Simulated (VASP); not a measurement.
An input for Quantum ESPRESSO's pw.x (written as the equivalent of a VASP run, and not itself run):

```
&CONTROL
  calculation = 'vc-relax'
  pseudo_dir = './pseudo'
  outdir = './out'
  tprnfor = .true.
  tstress = .true.
  nstep = 60
  forc_conv_thr = 0.00039
/
&SYSTEM
  ibrav = 0
  nat = 2
  ntyp = 2
  ecutwfc = 50
  occupations = 'smearing'
  smearing = 'gaussian'
  degauss = 0.003675
  input_dft = 'pbe'
  vdw_corr = 'grimme-d3'
  dftd3_version = 3
  dftd3_threebody = .false.
/
&ELECTRONS
  conv_thr = 7.3e-08
  electron_maxstep = 100
/
&IONS
/
&CELL
/
ATOMIC_SPECIES
  Cs 132.905 Cs.upf
  Br 79.904 Br.upf
CELL_PARAMETERS angstrom
     4.2900000    0.0000000    0.0000000
     0.0000000    4.2900000    0.0000000
     0.0000000    0.0000000    4.2900000
ATOMIC_POSITIONS crystal
  Cs   0.0000000  0.0000000  0.0000000
  Br   0.5000000  0.5000000  0.5000000
K_POINTS automatic
  6 6 6 0 0 0
```

Task: Translate this input to VASP (INCAR, KPOINTS, POSCAR, choice of POTCAR).

Result: One answer among several that fit: 
### INCAR
```
# general
SYSTEM   =  CsBr
PREC     =  Accurate
ENCUT    =  520
LREAL    =  .FALSE.
LASPH    =  .TRUE.

# electronic loop
EDIFF    =  1E-6
NELM     =  100
ALGO     =  Normal
LMAXMIX  =  4

# smearing
ISMEAR   =  0
SIGMA    =  0.05

# functional
GGA      =  PE
IVDW     =  11

# ions
IBRION   =  2
NSW      =  60
ISIF     =  3
EDIFFG   =  -0.01

# output
LWAVE    =  .FALSE.
LCHARG   =  .FALSE.
```

**KPOINTS**
```
Automatic
0
G
 6 6 6
0 0 0
```

POSCAR:
```
CsBr
1
    4.2900000000     0.0000000000     0.0000000000
    0.0000000000     4.2900000000     0.0000000000
    0.0000000000     0.0000000000     4.2900000000
Cs Br
1 1
Direct
  0.0000000000   0.0000000000   0.0000000000
  0.5000000000   0.5000000000   0.5000000000
```

POTCAR, in this order: Cs_sv Br (PBE.64 set). Program: vasp_std.

What does not carry over: the potentials are each code's own (VASP's PAW set, PseudoDojo norm-conserving files in pw.x), so ENCUT and ecutwfc are chosen apart and not converted; conv_thr bounds pw.x's estimated SCF error, while EDIFF bounds the energy change between steps; forc_conv_thr acts on force components and is met together with etot_conv_thr.

The compound is CsBr in the CsCl type structure. This run relaxes it. Symmetry was kept, so distortions that lower it aren't found.
